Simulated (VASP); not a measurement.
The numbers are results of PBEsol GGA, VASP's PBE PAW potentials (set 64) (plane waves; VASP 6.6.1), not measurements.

VASP input:

### INCAR
```
ALGO = Normal
EDIFF = 1E-6
EDIFFG = -0.02
ENCUT = 620
GGA = PS
IBRION = 2
ISIF = 3
ISMEAR = 0
LASPH = .TRUE.
LCHARG = .FALSE.
LREAL = .FALSE.
LWAVE = .FALSE.
NELM = 100
NSW = 40
PREC = Accurate
PSTRESS = 100
SIGMA = 0.05
SYSTEM = AlN
```

**KPOINTS**
```
Automatic mesh
0
G
 8 8 5
```

File POSCAR:
```
AlN
1
    3.0889759154     0.0000000000     0.0000000000
   -1.5444879577     2.6751312044     0.0000000000
    0.0000000000     0.0000000000     4.9391168314
Al N
2 2
Direct
  0.3333330000   0.6666670000   0.9964292303
  0.6666670000   0.3333330000   0.4964292303
  0.3333330000   0.6666670000   0.3785707697
  0.6666670000   0.3333330000   0.8785707697
```

POTCAR, in this order: Al N (PBE.64 set). Program: vasp_std.

Energy and stress use the plane-wave basis of the starting cell.

Q: Predict the energy per atom (σ→0), volume per atom.

A: 
```json
{
 "energy per atom (σ→0)": "-7.815 eV/atom",
 "volume_per_atom": "9.99 Å^3/atom"
}
```

### OSZICAR
```
...
DAV:   6    -0.312604775667E+02    0.16490E-05   -0.44207E-06   796   0.192E-02    0.516E-03
DAV:   7    -0.312604777322E+02   -0.16558E-06   -0.14662E-07   364   0.373E-03
   3 F= -.28765886E+02 E0= -.28765886E+02  d E =-.132345E-01
       N       E                     dE             d eps       ncg     rms          rms(c)
DAV:   1    -0.312594350051E+02    0.10426E-02   -0.16930E-04   816   0.127E-01    0.184E-02
DAV:   2    -0.312594275945E+02    0.74106E-05   -0.23981E-05   820   0.404E-02    0.426E-03
DAV:   3    -0.312594276368E+02   -0.42332E-07   -0.11861E-06   404   0.112E-02
   4 F= -.28765885E+02 E0= -.28765885E+02  d E =-.132332E-01
```

The structure was generated: AlN was put into the wurtzite type (P6_3mc), which need not be its known phase. This run relaxes it under an external pressure of 10 GPa. Symmetry was kept, so distortions that lower it aren't found.
